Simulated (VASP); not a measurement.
These are LDA (Ceperley-Alder, Perdew-Zunger), VASP's LDA PAW potentials (set 64) (plane waves; VASP 6.6.1) values and carry that method's errors.

Input for VASP

### INCAR
```
SYSTEM = CdCu2GeSe4
PREC = Accurate
ENCUT = 300
EDIFF = 1E-6
NELM = 100
ALGO = Normal
LREAL = .FALSE.
LASPH = .TRUE.
ISMEAR = 0
SIGMA = 0.2
LMAXMIX = 4
LWAVE = .FALSE.
LCHARG = .FALSE.
ISIF = 2
```

KPOINTS:
```
Automatic mesh
0
Gamma
5 5 5
0 0 0
```

**POSCAR**
```
CdCu2GeSe4
1.0
 -2.8741000000   2.8741000000   5.5266500000
  2.8741000000  -2.8741000000   5.5266500000
  2.8741000000   2.8741000000  -5.5266500000
Ge Cu Se Cd
1 2 4 1
Cartesian
  0.0000000000   0.0000000000   5.5266500000
  2.8741000000   0.0000000000   2.7633250000
  0.0000000000   2.8741000000   2.7633250000
  1.5548881000   1.5548881000   1.4778262100
 -1.3192119000   1.3192119000   4.0488237900
  1.3192119000   1.3192119000   7.0044762100
  1.3192119000  -1.3192119000   4.0488237900
  0.0000000000   0.0000000000   0.0000000000
```

POTCAR, in this order: Ge_d Cu Se Cd (LDA.64 set). Program: vasp_std.

At this cut-off the stress carries a Pulay error, which pulls relaxed volumes low. Gaps are read on the run's mesh, which can miss a band edge.

**Question.** Predict the energy per atom (σ→0), pressure, largest force, band gap (on the k-mesh).

**Answer.** 
* **energy per atom (σ→0)**: -4.394 eV/atom
* **band gap (on the k-mesh)**: none (metal, semimetal or under 0.01 eV)
* **pressure**: -2.75 GPa
* **largest force**: 0.496 eV/Å

**OSZICAR**
```
...
DAV:   8    -0.352906384583E+02   -0.18947E+00   -0.35707E+00  2424   0.207E+01    0.347E+00
DAV:   9    -0.351543930334E+02    0.13625E+00   -0.13134E+00  2197   0.193E+01    0.685E-01
DAV:  10    -0.351508649464E+02    0.35281E-02   -0.10465E-01  2261   0.574E+00    0.199E-01
DAV:  11    -0.351512903417E+02   -0.42540E-03   -0.11226E-02  2440   0.140E+00    0.113E-01
DAV:  12    -0.351511511997E+02    0.13914E-03   -0.15262E-03  2397   0.665E-01    0.215E-02
DAV:  13    -0.351511551711E+02   -0.39714E-05   -0.11515E-04  2101   0.774E-02    0.172E-02
DAV:  14    -0.351511555644E+02   -0.39322E-06   -0.88667E-06  2141   0.166E-02
   1 F= -.35151156E+02 E0= -.35149091E+02  d E =-.412955E-02
```

The structure comes from a measured CdCu2GeSe4 entry of the Crystallography Open Database, whose conditions weren't checked. The cell was not relaxed at this level. The k-mesh is coarse (spacing up to 0.31 per Å, 2π included), so the numbers may not be converged in it. The run is one of a series of settings (KPOINTS 5×5×5 Γ-centred mesh against the base run), some of them coarse on purpose.
